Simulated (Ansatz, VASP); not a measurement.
**TiO2 (Rutile): VASP beside Ansatz**

One calculation is typed for both programs; each brings its own data sets. How far apart do they land? The cell is taken from a series of runs on this material, whose earlier steps may have relaxed, scaled, displaced or heated it; both programs get it as it stands.

Calculated with Ansatz 0.2.0; plane waves, with VASP 6.6.1 beside it; G0W0 gap at LDA.

## 1. The structure

The structure is tetragonal, space group P4_2/mnm (No. 136). The conventional cell has a = 4.592 Å, b = 4.592 Å, c = 2.957 Å, α = 90.00°, β = 90.00°, γ = 90.00°. Ti has 6 O at 1.95 to 1.98 Å nearest. Nearest to O lie 3 Ti at 1.95 to 1.98 Å. Farther neighbours and most contacts between anions are not listed.

As a file:

```xyz
6
Lattice="4.5922 0.0000 0.0000 0.0000 4.5922 0.0000 0.0000 0.0000 2.9574" Properties=species:S:1:pos:R:3 pbc="T T T"
Ti    0.0000    0.0000    0.0000
Ti    2.2961    2.2961    1.4787
O     1.4004    1.4004    0.0000
O     0.8957    3.6965    1.4787
O     3.1918    3.1918    0.0000
O     3.6965    0.8957    1.4787
```

## 2. VASP: G0W0 gap, LDA

Quasiparticle shifts depend on high empty states and on the cores, so they are the hardest test of two PAW sets.

Lines of VASP's logs that name or quote its potential files are left out, and so is its time.

The run reads the wave functions of an earlier VASP run, which isn't shown here.

Input file INCAR:

```
SYSTEM = TiO2
PREC = Accurate
ENCUT = 440
ISMEAR = 0
SIGMA = 0.01
LREAL = .FALSE.
GGA = CA
NBANDS = 168
LASPH = .TRUE.
ALGO = EVGW0
NELMGW = 1
ENCUTGW = 100
NOMEGA = 64
PRECFOCK = Fast
NBANDSGW = 32
LWAVE = .FALSE.
LCHARG = .FALSE.
```

Input file POSCAR:

```
TiO2
1.0
    4.5922000000      0.0000000000      0.0000000000
    0.0000000000      4.5922000000      0.0000000000
    0.0000000000      0.0000000000      2.9574000000
Ti O
2 4
Direct
    0.0000000000      0.0000000000      0.0000000000
    0.5000000000      0.5000000000      0.5000000000
    0.3049600000      0.3049600000      0.0000000000
    0.1950400000      0.8049600000      0.5000000000
    0.6950400000      0.6950400000      0.0000000000
    0.8049600000      0.1950400000      0.5000000000
```

Input file KPOINTS:

```
Automatic mesh
0
Gamma
4 4 4
0 0 0
```

PAW data sets: Ti_sv_GW and O_GW (LDA family, release 64).

Run with:

```bash
> mpirun -np 8 vasp_std
```

Numbers of over 12 decimals in the logs are rounded to 6 here.

What it wrote:

```text
[banner, memory and clock lines left out]
running    8 mpi-ranks, on    1 nodes
 distrk:  each k-point on    8 cores,    1 groups
 distr:  one band on    1 cores,    8 groups

 POSCAR found type information on POSCAR TiO
 POSCAR found :  2 types and       6 ions
|                                                                             |
|           W    W    AA    RRRRR   N    N  II  N    N   GGGG   !!!           |
|           W    W   A  A   R    R  NN   N  II  NN   N  G    G  !!!           |
|           W    W  A    A  R    R  N N  N  II  N N  N  G       !!!           |
|           W WW W  AAAAAA  RRRRR   N  N N  II  N  N N  G  GGG   !            |
|           WW  WW  A    A  R   R   N   NN  II  N   NN  G    G                |
|           W    W  A    A  R    R  N    N  II  N    N   GGGG   !!!           |
|                                                                             |
|     For optimal performance we recommend to set                             |
|       NCORE = 2 up to number-of-cores-per-socket                            |
|     NCORE specifies how many cores store one orbital (NPAR=cpu/NCORE).      |
|     This setting can greatly improve the performance of VASP for DFT.       |
|     The default, NCORE=1 might be grossly inefficient on modern             |
|     multi-core architectures or massively parallel machines. Do your        |
|     Unfortunately you need to use the default for GW and RPA                |
|     calculations (for HF NCORE is supported but not extensively tested      |
|     yet).                                                                   |
|                                                                             |

|                                                                             |
|           W    W    AA    RRRRR   N    N  II  N    N   GGGG   !!!           |
|           W    W   A  A   R    R  NN   N  II  NN   N  G    G  !!!           |
|           W    W  A    A  R    R  N N  N  II  N N  N  G       !!!           |
|           W WW W  AAAAAA  RRRRR   N  N N  II  N  N N  G  GGG   !            |
|           WW  WW  A    A  R   R   N   NN  II  N   NN  G    G                |
|           W    W  A    A  R    R  N    N  II  N    N   GGGG   !!!           |
|                                                                             |
|     The default for ENCUTGWSOFT is different in this version of VASP.       |
|     please manually set ENCUTGWSOFT =100 in the INCAR file.                 |
|                                                                             |

 LDA part: xc-table for (Slater(with rela. corr.)+CA(PZ))
 , standard interpolation
 found WAVECAR, reading the header
 POSCAR, INCAR and KPOINTS ok, starting setup
 FFT: planning ... GRIDC
 FFT: planning ... GRID_SOFT
 FFT: planning ... GRID
 reading WAVECAR
 the WAVECAR file was read successfully
 initial charge from wavefunction
 available memory per node:     72.81 GB, setting MAXMEM to     74556

 The Fermi energy was updated, please check that it is located mid-gap
 values below the HOMO (VB) or above the LUMO (CB) will cause erroneous energies
 E-fermi :   5.3937

 calculate exact exchange contribution
 the WAVEDER file was read successfully
energies w=
    0.000    0.000    0.762    0.000    1.522    0.000    2.278    0.000
    3.029    0.000    3.774    0.000    4.511    0.000    5.240    0.000
    5.959    0.000    6.668    0.000    7.368    0.000    8.058    0.000
    8.737    0.000    9.408    0.000   10.071    0.000   10.726    0.000
   11.374    0.000   12.016    0.000   12.654    0.000   13.289    0.000
   13.921    0.000   14.552    0.000   15.184    0.000   15.819    0.000
   16.457    0.000   17.101    0.000   17.752    0.000   18.412    0.000
   19.084    0.000   19.769    0.000   20.471    0.000   21.192    0.000
   21.934    0.000   22.702    0.000   23.498    0.000   24.328    0.000
   25.195    0.000   26.105    0.000   27.064    0.000   28.080    0.000
   29.160    0.000   30.314    0.000   31.553    0.000   32.891    0.000
   34.343    0.000   35.930    0.000   37.674    0.000   39.604    0.000
   41.757    0.000   44.178    0.000   46.924    0.000   50.070    0.000
   53.716    0.000   57.995    0.000   63.090    0.000   69.260    0.000
   76.888    0.000   86.555    0.000   99.193    0.000  116.404    0.000
  141.178    0.000  179.823    0.000  248.347    0.000  402.723    0.000
 responsefunction array rank=     152
 LDA part: xc-table for (Slater(with rela. corr.)+CA(PZ))
 , standard interpolation

 min. memory requirement per mpi rank    187.8 MB, per node   1502.6 MB

 allocating   8 responsefunctions rank=   152
 shmem allocating  64 responsefunctions rank=   152
 response function shared by NCSHMEM nodes    1
 Doing            8  frequencies on each core in blocks of           64
NQ=   1    0.0000    0.0000    0.0000,
|.........|.........|.........|.........|.........|.........|.........|.........
 performed        635000 updates of chi_q(r,r)
 total number of BLAS operations        106.96 Gflops
NQ=   2    0.2500    0.0000    0.0000,
|.........|.........|.........|.........|.........|.........|.........|.........
 performed       1636000 updates of chi_q(r,r)
 total number of BLAS operations        280.09 Gflops
NQ=   3    0.5000    0.0000    0.0000,
|.........|.........|.........|.........|.........|.........|.........|.........
 performed       2400000 updates of chi_q(r,r)
 total number of BLAS operations        421.47 Gflops
NQ=   4    0.2500    0.2500    0.0000,
|.........|.........|.........|.........|.........|.........|.........|.........
 performed       3229000 updates of chi_q(r,r)
 total number of BLAS operations        557.16 Gflops
NQ=   5    0.5000    0.2500    0.0000,
|.........|.........|.........|.........|.........|.........|.........|.........
 performed       4230000 updates of chi_q(r,r)
 total number of BLAS operations        727.94 Gflops
NQ=   6    0.5000    0.5000    0.0000,
|.........|.........|.........|.........|.........|.........|.........|.........
 performed       4865000 updates of chi_q(r,r)
 total number of BLAS operations        816.58 Gflops
NQ=   7    0.0000    0.0000    0.2500,
|.........|.........|.........|.........|.........|.........|.........|.........
 performed       5651000 updates of chi_q(r,r)
 total number of BLAS operations        948.86 Gflops
NQ=   8    0.2500    0.0000    0.2500,
|.........|.........|.........|.........|.........|.........|.........|.........
 performed       6781000 updates of chi_q(r,r)
 total number of BLAS operations       1131.22 Gflops
NQ=   9    0.5000    0.0000    0.2500,
|.........|.........|.........|.........|.........|.........|.........|.........
 performed       7782000 updates of chi_q(r,r)
 total number of BLAS operations       1302.00 Gflops
NQ=  10    0.2500    0.2500    0.2500,
|.........|.........|.........|.........|.........|.........|.........|.........
 performed       8826000 updates of chi_q(r,r)
 total number of BLAS operations       1472.87 Gflops
NQ=  11    0.5000    0.2500    0.2500,
|.........|.........|.........|.........|.........|.........|.........|.........
 performed       9956000 updates of chi_q(r,r)
 total number of BLAS operations       1655.23 Gflops
NQ=  12    0.5000    0.5000    0.2500,
|.........|.........|.........|.........|.........|.........|.........|.........
 performed      10742000 updates of chi_q(r,r)
 total number of BLAS operations       1793.04 Gflops
NQ=  13    0.0000    0.0000    0.5000,
|.........|.........|.........|.........|.........|.........|.........|.........
 performed      11377000 updates of chi_q(r,r)
 total number of BLAS operations       1892.75 Gflops
NQ=  14    0.2500    0.0000    0.5000,
|.........|.........|.........|.........|.........|.........|.........|.........
 performed      12378000 updates of chi_q(r,r)
 total number of BLAS operations       2036.61 Gflops
NQ=  15    0.5000    0.0000    0.5000,
|.........|.........|.........|.........|.........|.........|.........|.........
 performed      13142000 updates of chi_q(r,r)
 total number of BLAS operations       2156.55 Gflops
NQ=  16    0.2500    0.2500    0.5000,
|.........|.........|.........|.........|.........|.........|.........|.........
 performed      13971000 updates of chi_q(r,r)
 total number of BLAS operations       2282.91 Gflops
NQ=  17    0.5000    0.2500    0.5000,
|.........|.........|.........|.........|.........|.........|.........|.........
 performed      14972000 updates of chi_q(r,r)
 total number of BLAS operations       2439.94 Gflops
NQ=  18    0.5000    0.5000    0.5000,
|.........|.........|.........|.........|.........|.........|.........|.........
 performed      15607000 updates of chi_q(r,r)
 total number of BLAS operations       2557.48 Gflops
 resolving degeneracies of screened two electron integrals

 calculate QP shifts <psi_nk| G(iteration)W_0 |psi_nk>: iteration 1
 entering main loop
```

OUTCAR, selected parts (step 2):

```text
ion  position               nearest neighbor table
   1  0.000  0.000  0.000-   4 1.95   6 1.95   4 1.95   6 1.95   5 1.98   3 1.98
   2  0.500  0.500  0.500-   3 1.95   5 1.95   3 1.95   5 1.95   4 1.98   6 1.98
   3  0.305  0.305  0.000-   2 1.95   2 1.95   1 1.98
   4  0.195  0.805  0.500-   1 1.95   1 1.95   2 1.98
   5  0.695  0.695  0.000-   2 1.95   2 1.95   1 1.98
   6  0.805  0.195  0.500-   1 1.95   1 1.95   2 1.98

  LATTYP: Found a simple tetragonal cell.
 ALAT       =     4.5922000000
 C/A-ratio  =     0.6440050520

 Subroutine GETGRP returns: Found 16 space group operations
 (whereof  8 operations were pure point group operations)

The static configuration has the point symmetry D_2h.
 The point group associated with its full space group is D_4h.

 Found     18 irreducible k-points:

   k-points           NKPTS =     18   k-points in BZ     NKDIM =     64   number of bands    NBANDS=    168

   dimension x,y,z NGX =    32 NGY =   32 NGZ =   20
   dimension x,y,z NGXF=    64 NGYF=   64 NGZF=   40

   ENCUT  =  440.0 eV  32.34 Ry    5.69 a.u.   7.85  7.85  5.06*2*pi/ulx,y,z

   NELECT =      48.0000    total number of electrons

  energy-cutoff  :      440.00
  volume of cell :       62.37
      direct lattice vectors                 reciprocal lattice vectors
     4.592200000  0.000000000  0.000000000     0.217760550  0.000000000  0.000000000
     0.000000000  4.592200000  0.000000000     0.000000000  0.217760550  0.000000000
     0.000000000  0.000000000  2.957400000     0.000000000  0.000000000  0.338134848

 k-points in reciprocal lattice and weights: Automatic mesh
   0.00000000  0.00000000  0.00000000       0.016
   0.25000000  0.00000000  0.00000000       0.062
   0.50000000  0.00000000  0.00000000       0.031
   0.25000000  0.25000000  0.00000000       0.062
   0.50000000  0.25000000  0.00000000       0.062
   0.50000000  0.50000000  0.00000000       0.016
   0.00000000  0.00000000  0.25000000       0.031
   0.25000000  0.00000000  0.25000000       0.125
   0.50000000  0.00000000  0.25000000       0.062
[...]
0.50000000  0.25000000  0.50000000       0.062
   0.50000000  0.50000000  0.50000000       0.016

 E-fermi :   5.3937

 QP shifts <psi_nk| G(iteration)W_0 |psi_nk>: iteration 1
 for sc-GW calculations column KS-energies equals QP-energies in previous step
 and V_xc(KS)=  KS-energies - (<T + V_ion + V_H > + <T+V_H+V_ion>^1  + <V_x>^1)
 k-point   1 :       0.0000    0.0000    0.0000
  band No.  KS-energies  QP-energies   sigma(KS)   V_xc(KS)     V^pw_x(r,r')   Z            occupation Imag(sigma)
    ...
     21       3.7952       3.7958     -20.6074     -20.6083     -25.2419       0.7244       2.0000       0.2647
     22       4.0432       4.1349     -20.3472     -20.4743     -24.8656       0.7211       2.0000       0.2615
     23       4.0432       4.1349     -20.3472     -20.4743     -24.8656       0.7211       2.0000       0.2615
     24       4.4977       4.5868     -20.0931     -20.2186     -24.7271       0.7098       2.0000       0.2761
     25       6.2898       8.0956     -17.3873     -19.9052     -11.1986       0.7172       0.0000      -0.3034
     26       6.5814       8.2784     -17.1857     -19.5529     -11.2500       0.7169       0.0000      -0.3012
     27       6.8412       8.5890     -17.7077     -20.1999     -11.3874       0.7013       0.0000      -0.3287
     28       6.9328       8.7446     -17.9772     -20.5558     -11.4140       0.7026       0.0000      -0.3369
    ...

 k-point   2 :       0.2500    0.0000    0.0000
  band No.  KS-energies  QP-energies   sigma(KS)   V_xc(KS)     V^pw_x(r,r')   Z            occupation Imag(sigma)
    ...
     21       3.0364       3.0958     -19.3778     -19.4610     -23.7430       0.7138       2.0000       0.3023
     22       3.4246       3.4537     -20.2217     -20.2620     -24.6542       0.7221       2.0000       0.2700
     23       3.6660       3.7420     -19.7815     -19.8883     -24.3044       0.7115       2.0000       0.2893
     24       4.2600       4.3130     -19.8859     -19.9606     -24.6003       0.7102       2.0000       0.2870
     25       6.5938       8.3445     -17.6145     -20.0766     -11.5403       0.7111       0.0000      -0.3140
     26       6.9111       8.5679     -17.4717     -19.8199     -11.4809       0.7056       0.0000      -0.3268
     27       7.1645       8.9437     -18.2085     -20.7619     -11.6424       0.6968       0.0000      -0.3528
     28       7.2377       8.9931     -18.3561     -20.8836     -11.8963       0.6945       0.0000      -0.3538
    ...

 k-point   3 :       0.5000    0.0000    0.0000
  band No.  KS-energies  QP-energies   sigma(KS)   V_xc(KS)     V^pw_x(r,r')   Z            occupation Imag(sigma)
    ...
     21       2.8343       2.8301     -19.7970     -19.7912     -24.3099       0.7152       2.0000       0.2985
     22       2.8343       2.8301     -19.7970     -19.7912     -24.3099       0.7152       2.0000       0.2985
     23       3.7390       3.7476     -19.4788     -19.4911     -24.2526       0.7058       2.0000       0.3103
     24       3.7390       3.7476     -19.4788     -19.4911     -24.2526       0.7058       2.0000       0.3103
     25       6.9711       8.6701     -17.7241     -20.1422     -11.5812       0.7026       0.0000      -0.3394
     26       6.9711       8.6701     -17.7241     -20.1422     -11.5812       0.7026       0.0000      -0.3394
     27       7.4679       9.2073     -18.5540     -21.0766     -11.9771       0.6895       0.0000      -0.3789
     28       7.4679       9.2073     -18.5540     -21.0766     -11.9771       0.6895       0.0000      -0.3789
    ...

 k-point   4 :       0.2500    0.2500    0.0000
  band No.  KS-energies  QP-energies   sigma(KS)   V_xc(KS)     V^pw_x(r,r')   Z            occupation Imag(sigma)
    ...
     21       2.7251       2.6569     -18.6092     -18.5121     -23.4701       0.7023       2.0000       0.3707
     22       3.3511       3.3907     -19.9187     -19.9739     -24.3802       0.7165       2.0000       0.2831
     23       3.3511       3.3907     -19.9187     -19.9739     -24.3802       0.7165       2.0000       0.2831
     24       4.0889       4.1457     -19.9708     -20.0506     -24.6417       0.7118       2.0000       0.2823
     25       6.3679       8.1478     -17.4220     -19.9084     -11.3329       0.7158       0.0000      -0.3004
     26       6.9438       8.7563     -17.9913     -20.5736     -11.4088       0.7019       0.0000      -0.3382
     27       7.0098       8.6896     -17.6807     -20.0757     -11.5591       0.7014       0.0000      -0.3407
     28       7.4732       9.2092     -18.5687     -21.0888     -12.0021       0.6889       0.0000      -0.3789
    ...

[... 4 further parts left out ...]
```

This run has no spin polarisation, so a moment on Ti, if there is one, isn't seen.

[end of part 1 of 2]

[Lines on the potential files, build, host, timing and source positions are cut from VASP's logs without a mark.]

[Logs are printed without paths, hosts, clocks, repeated set-up lines and the standing remarks that a program may print on its own settings, such as how far it seeks lower states.]

[Hosts, paths, dates, database ids (printed as entryN), source tags and the programs' standing remarks are cut or masked in the printed files.]
